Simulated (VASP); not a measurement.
```
CELL_PARAMETERS angstrom
      0.00000     3.25533     3.25533
      3.25533     0.00000     3.25533
      3.25533     3.25533     0.00000
ATOMIC_POSITIONS crystal
  Na 0.25000 0.25000 0.25000
  Na 0.75000 0.75000 0.75000
  S  0.00000 0.00000 0.00000
```

All values below come from r2SCAN meta-GGA, VASP's PBE PAW potentials (set 64) (plane waves; VASP 6.6.1). Numerical set-up: 520 eV cut-off, 7×7×7 Γ-centred mesh, tetrahedra with Blöchl corrections, potentials Na_pv S.

Give the energies of bands 8 to 13 at the high-symmetry points, in eV from the valence-band maximum.

```csv
band,Γ,X,U,L,W
8,0.00,-1.44,-1.20,-1.63,-0.99
9,0.00,-0.45,-0.91,-0.12,-0.99
10,0.00,-0.45,-0.34,-0.12,-0.57
11,3.11,4.20,4.93,5.57,5.17
12,8.47,6.78,7.19,6.98,7.95
13,8.47,9.43,8.76,7.69,8.04
```

The gap is direct, 3.11 eV, from the valence maximum at Γ to the conduction minimum at Γ.

The compound is Na2S in the antifluorite structure. It was relaxed first.
